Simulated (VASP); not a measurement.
All values below come from vdW-DF2, VASP's PBE PAW potentials (set 64) (plane waves; VASP 6.6.1).

VASP ran on this input.

**KPOINTS**
```
K-points
0
G
  6 6 3
```

File POSCAR:
```
CdS
1
    2.1074053831    -3.6501330078     0.0000000000
    2.1074053831     3.6501330078     0.0000000000
    0.0000000000     0.0000000000     6.8613616300
Cd S
2 2
Direct
  0.6666670000   0.3333330000   0.5001337075
  0.3333330000   0.6666670000   0.0001337075
  0.6666670000   0.3333330000   0.8768662925
  0.3333330000   0.6666670000   0.3768662925
```

INCAR:
```
LUSE_VDW=T
LREAL=F
EDIFF=1E-7   # SCF stop (eV)
ZAB_VDW=-1.8867
PREC=Accurate
LMAXMIX=4   # l cut-off of mixed one-centre charges
AGGAC=0.0
ISMEAR=0   # Gaussian
LASPH=T   # aspherical one-centre terms
GGA=ML
EDIFFG=-0.01
LWAVE=F
ISIF=4
SIGMA=0.05
SYSTEM=CdS
ALGO=Normal   # blocked Davidson
LCHARG=F
NELM=100
ENCUT=520   # plane-wave cut-off (eV)
NSW=30   # most ionic steps
IBRION=2
```

POTCAR, in this order: Cd S (PBE.64 set). Program: vasp_std.

The resulting files:

OSZICAR:
```
       N       E                     dE             d eps       ncg     rms          rms(c)
DAV:   1     0.267093870630E+03    0.26709E+03   -0.17854E+04   616   0.150E+03
DAV:   2     0.120581790168E+02   -0.25504E+03   -0.24997E+03   700   0.358E+02
DAV:   3    -0.334458144208E+01   -0.15403E+02   -0.15352E+02   724   0.866E+01
DAV:   4    -0.354000622164E+01   -0.19542E+00   -0.19528E+00   718   0.981E+00
DAV:   5    -0.354343625253E+01   -0.34300E-02   -0.34298E-02   748   0.128E+00    0.983E+00
DAV:   6    -0.206845764940E+01    0.14750E+01   -0.38051E+00   762   0.176E+01    0.800E+00
DAV:   7    -0.206340713489E+01    0.50505E-02   -0.84698E-01   688   0.536E+00    0.458E+00
DAV:   8    -0.206248567230E+01    0.92146E-03   -0.95377E-02   676   0.310E+00    0.401E-01
DAV:   9    -0.205818276290E+01    0.43029E-02   -0.23664E-02   772   0.167E+00    0.123E-01
DAV:  10    -0.205841576563E+01   -0.23300E-03   -0.15631E-03   688   0.296E-01    0.744E-02
DAV:  11    -0.205845964285E+01   -0.43877E-04   -0.16509E-04   736   0.930E-02    0.641E-02
DAV:  12    -0.205846762058E+01   -0.79777E-05   -0.74390E-05   682   0.616E-02    0.571E-03
DAV:  13    -0.205846626315E+01    0.13574E-05   -0.64841E-06   724   0.230E-02    0.344E-03
DAV:  14    -0.205846583394E+01    0.42921E-06   -0.54681E-07   736   0.892E-03    0.233E-03
DAV:  15    -0.205846571605E+01    0.11789E-06   -0.62242E-08   404   0.304E-03    0.730E-04
DAV:  16    -0.205846573872E+01   -0.22668E-07   -0.11126E-08   392   0.792E-04
   1 F= -.20584657E+01 E0= -.20584657E+01  d E =-.205847E+01
       N       E                     dE             d eps       ncg     rms          rms(c)
DAV:   1    -0.205860126070E+01   -0.13554E-03   -0.25474E-02   616   0.105E+00    0.447E-02
DAV:   2    -0.205858251191E+01    0.18749E-04   -0.31203E-04   732   0.136E-01    0.240E-02
DAV:   3    -0.205856725368E+01    0.15258E-04   -0.16004E-05   742   0.323E-02    0.125E-02
DAV:   4    -0.205856327205E+01    0.39816E-05   -0.53438E-06   806   0.195E-02    0.371E-03
DAV:   5    -0.205856328340E+01   -0.11348E-07   -0.70198E-07   716   0.785E-03
   2 F= -.20585633E+01 E0= -.20585633E+01  d E =-.975447E-04
       N       E                     dE             d eps       ncg     rms          rms(c)
DAV:   1    -0.205909913267E+01   -0.53586E-03   -0.22940E-01   616   0.314E+00    0.134E-01
DAV:   2    -0.205893116583E+01    0.16797E-03   -0.28101E-03   720   0.407E-01    0.719E-02
DAV:   3    -0.205879323010E+01    0.13794E-03   -0.14465E-04   736   0.969E-02    0.375E-02
DAV:   4    -0.205875739122E+01    0.35839E-04   -0.48048E-05   782   0.583E-02    0.112E-02
DAV:   5    -0.205875727861E+01    0.11262E-06   -0.63078E-06   736   0.235E-02    0.622E-03
DAV:   6    -0.205875723578E+01    0.42822E-07   -0.14285E-07   484   0.320E-03
   3 F= -.20587572E+01 E0= -.20587572E+01  d E =-.291497E-03
       N       E                     dE             d eps       ncg     rms          rms(c)
DAV:   1    -0.206004760348E+01   -0.12903E-02   -0.91830E-01   616   0.629E+00    0.268E-01
DAV:   2    -0.205938117691E+01    0.66643E-03   -0.11269E-02   714   0.815E-01    0.144E-01
DAV:   3    -0.205883207282E+01    0.54910E-03   -0.57781E-04   724   0.194E-01    0.750E-02
DAV:   4    -0.205868908852E+01    0.14298E-03   -0.19122E-04   788   0.116E-01    0.224E-02
DAV:   5    -0.205868832447E+01    0.76405E-06   -0.25019E-05   712   0.467E-02    0.124E-02
DAV:   6    -0.205868819255E+01    0.13192E-06   -0.63058E-07   724   0.633E-03    0.334E-03
DAV:   7    -0.205868820346E+01   -0.10908E-07   -0.72911E-08   452   0.224E-03
   4 F= -.20586882E+01 E0= -.20586882E+01  d E =-.222465E-03
       N       E                     dE             d eps       ncg     rms          rms(c)
DAV:   1    -0.205931486414E+01   -0.62667E-03   -0.34687E-01   616   0.387E+00    0.165E-01
DAV:   2    -0.205906571847E+01    0.24915E-03   -0.42400E-03   714   0.500E-01    0.886E-02
DAV:   3    -0.205885848303E+01    0.20724E-03   -0.21492E-04   724   0.118E-01    0.462E-02
DAV:   4    -0.205880410086E+01    0.54382E-04   -0.71947E-05   786   0.716E-02    0.136E-02
DAV:   5    -0.205880367771E+01    0.42316E-06   -0.95237E-06   738   0.291E-02    0.775E-03
DAV:   6    -0.205880364605E+01    0.31658E-07   -0.23530E-07   596   0.404E-03
   5 F= -.20588036E+01 E0= -.20588036E+01  d E =-.337907E-03
       N       E                     dE             d eps       ncg     rms          rms(c)
DAV:   1    -0.205956903542E+01   -0.76536E-03   -0.41307E-02   616   0.149E+00    0.152E-01
DAV:   2    -0.205908170528E+01    0.48733E-03   -0.76139E-04   730   0.274E-01    0.765E-02
DAV:   3    -0.205887262727E+01    0.20908E-03   -0.33681E-04   708   0.141E-01    0.309E-02
DAV:   4    -0.205885775437E+01    0.14873E-04   -0.61518E-05   724   0.631E-02    0.143E-02
DAV:   5    -0.205885663118E+01    0.11232E-05   -0.36560E-06   830   0.150E-02    0.517E-03
DAV:   6    -0.205885663089E+01    0.29513E-09   -0.40756E-07   700   0.550E-03
   6 F= -.20588566E+01 E0= -.20588566E+01  d E =-.529848E-04
```

**OUTCAR**
```
------------------------ aborting loop because EDIFF is reached ----------------------------------------
  FORCE on cell =-STRESS in cart. coord.  units (eV):
  Direction    XX          YY          ZZ          XY          YZ          ZX
  --------------------------------------------------------------------------------------
  Total        2.1922357      2.1922354      2.1818540      0.0000000      0.0000000      0.0000000
  in kB       33.2736734     33.2736683     33.1160996      0.0000000      0.0000000      0.0000000
  external PRESSURE =      33.2211471 kB  Pullay stress =       0.0000000 kB
  volume of cell :      105.56
      direct lattice vectors                 reciprocal lattice vectors
     2.103283427 -3.642993483  0.000000000     0.237723549 -0.137249765  0.000000000
     2.103283427  3.642993483  0.000000000     0.237723549  0.137249765 -0.000000000
     0.000000000  0.000000000  6.888281557     0.000000000  0.000000000  0.145174089
  FREE ENERGIE OF THE ION-ELECTRON SYSTEM (eV)
  ---------------------------------------------------
  free  energy   TOTEN  =        -2.0588566309 eV

  energy  without entropy=       -2.0588566309  energy(sigma->0) =       -2.05885663

 reached required accuracy - stopping structural energy minimisation
```
(Selected blocks of OUTCAR.)

### CONTCAR
```
CdS
   1.00000000000000
     2.1032834273751346   -3.6429934827537980    0.0000000000000000
     2.1032834273751346    3.6429934827537980    0.0000000000000000
     0.0000000000000000    0.0000000000000000    6.8882815573503242
  Cd              S
     2     2
Direct
     0.6666669999999968    0.3333330000000032    0.5011572724821280
     0.3333330000000032    0.6666669999999968    0.0011572724821281
     0.6666669999999968    0.3333330000000032    0.8758427275178673
     0.3333330000000032    0.6666669999999968    0.3758427275178672
```

The compound is CdS in the wurtzite structure. This cell is one point of a volume scan, at 0.94 of the reference volume. Symmetry was kept, so distortions that lower it aren't found.
